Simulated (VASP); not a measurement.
Calculation: LDA (Ceperley-Alder, Perdew-Zunger), VASP's LDA PAW potentials (set 64) (plane waves; VASP).

VASP input:

**INCAR**
```
SYSTEM=BN
IBRION=2   ! conjugate gradients
SIGMA=0.05   ! width (eV)
ALGO=Normal
EDIFFG=-0.02
EDIFF=1E-6
NELM=100   ! most electronic steps
LWAVE=.FALSE.
ISMEAR=0   ! Gaussian
PREC=Accurate
ENCUT=580
NSW=60
ISIF=3   ! ions, shape and volume
LASPH=.TRUE.   ! aspherical one-centre terms
LCHARG=.FALSE.
LREAL=.FALSE.   ! projection in real space or not
```

File POSCAR:
```
BN
1
    2.4909118221    -0.0000000000    -0.0000000000
   -1.2454559111     2.1571932993    -0.0000000000
   -0.0000000000    -0.0000000000     6.4380978040
B N
2 2
Direct
  0.6666670000   0.3333330000   0.7500000000
  0.3333330000   0.6666670000   0.2500000000
  0.3333330000   0.6666670000   0.7500000000
  0.6666670000   0.3333330000   0.2500000000
```

File KPOINTS:
```
Automatic mesh
0
Gamma
9 9 3
0 0 0
```

POTCAR, in this order: B N (LDA.64 set). Program: vasp_std.

The run wrote:

OSZICAR:
```
       N       E                     dE             d eps       ncg     rms          rms(c)
DAV:   1     0.645334381332E+02    0.64533E+02   -0.88770E+03   576   0.135E+03
DAV:   2    -0.382835325731E+02   -0.10282E+03   -0.92872E+02   832   0.265E+02
DAV:   3    -0.425770064728E+02   -0.42935E+01   -0.42631E+01   748   0.570E+01
DAV:   4    -0.426173086276E+02   -0.40302E-01   -0.40272E-01   732   0.606E+00
DAV:   5    -0.426178853719E+02   -0.57674E-03   -0.57619E-03   740   0.703E-01    0.111E+01
DAV:   6    -0.390705374816E+02    0.35473E+01   -0.88567E+00   652   0.241E+01    0.489E+00
DAV:   7    -0.387027810422E+02    0.36776E+00   -0.50752E-01   720   0.581E+00    0.295E+00
DAV:   8    -0.385865483133E+02    0.11623E+00   -0.32862E-01   676   0.439E+00    0.380E-01
DAV:   9    -0.385831976839E+02    0.33506E-02   -0.11919E-02   716   0.973E-01    0.175E-01
DAV:  10    -0.385831743683E+02    0.23316E-04   -0.51327E-04   692   0.216E-01    0.282E-02
DAV:  11    -0.385831846833E+02   -0.10315E-04   -0.54784E-05   724   0.642E-02    0.182E-02
DAV:  12    -0.385831822901E+02    0.23932E-05   -0.13526E-05   696   0.303E-02    0.153E-03
DAV:  13    -0.385831822964E+02   -0.63785E-08   -0.48194E-07   432   0.602E-03
   1 F= -.38583182E+02 E0= -.38583182E+02  d E =-.385832E+02
```

### OUTCAR
```
------------------------ aborting loop because EDIFF is reached ----------------------------------------
  FORCE on cell =-STRESS in cart. coord.  units (eV):
  Direction    XX          YY          ZZ          XY          YZ          ZX
  --------------------------------------------------------------------------------------
  Total       -0.0541193     -0.0541193      0.0118700      0.0000000      0.0000000      0.0000000
  in kB       -2.5064405     -2.5064414      0.5497409      0.0000000      0.0000000      0.0000000
  external PRESSURE =      -1.4877137 kB  Pullay stress =       0.0000000 kB
  volume of cell :       34.59
      direct lattice vectors                 reciprocal lattice vectors
     2.490911822  0.000000000  0.000000000     0.401459414  0.231782660  0.000000000
    -1.245455911  2.157193299  0.000000000     0.000000000  0.463565319  0.000000000
     0.000000000  0.000000000  6.438097804     0.000000000  0.000000000  0.155325382
  FREE ENERGIE OF THE ION-ELECTRON SYSTEM (eV)
  ---------------------------------------------------
  free  energy   TOTEN  =       -38.5831822964 eV

  energy  without entropy=      -38.5831822964  energy(sigma->0) =      -38.58318230

 reached required accuracy - stopping structural energy minimisation
```
(Selected blocks of OUTCAR.)

File OUTCAR:
```
 val. band max:        2.4412422533   @ k =   0.3333   0.3333   0.3333

 cond. band min:       6.6715527716   @ k =   0.4444   0.1111   0.0000


 Fermi energy:         2.7049092830

 k-point     1 :       0.0000    0.0000    0.0000
  band No.  band energies     occupation
      1     -15.2450      2.00000
      2     -14.8512      2.00000
      3      -4.0784      2.00000
      4      -1.5320      2.00000
      5       1.1508      2.00000
      6       1.1509      2.00000
      7       1.2007      2.00000
      8       1.2008      2.00000
      9       7.6370      0.00000
     10      12.9516      0.00000
     11      14.0211      0.00000
     12      14.0363      0.00000

 k-point     2 :       0.1111   -0.0000    0.0000
  band No.  band energies     occupation
      1     -15.0001      2.00000
      2     -14.6169      2.00000
      3      -3.7399      2.00000
      4      -1.2327      2.00000
      5       0.2010      2.00000
      6       0.2493      2.00000
      7       0.6965      2.00000
      8       0.7555      2.00000
      9       8.0584      0.00000
     10      12.7433      0.00000
     11      13.7787      0.00000
     12      14.0901      0.00000

 k-point     3 :       0.2222    0.0000    0.0000
  band No.  band energies     occupation
      1     -14.2887      2.00000
      2     -13.9389      2.00000
      3      -2.7465      2.00000
      4      -1.9946      2.00000
      5      -1.9180      2.00000
      6      -0.3706      2.00000
      7      -0.2649      2.00000
      8      -0.1921      2.00000
      9       9.1216      0.00000
     10      11.7652      0.00000
     11      12.3762      0.00000
     12      13.2600      0.00000

 k-point     4 :       0.3333   -0.0000    0.0000
  band No.  band energies     occupation
      1     -13.2138      2.00000
      2     -12.9292      2.00000
      3      -4.4182      2.00000
      4      -4.3060      2.00000
      5      -1.1964      2.00000
      6      -1.1495      2.00000
...
```

The compound is BN in the hex structure. It was relaxed first. The start is the result of an earlier pass.
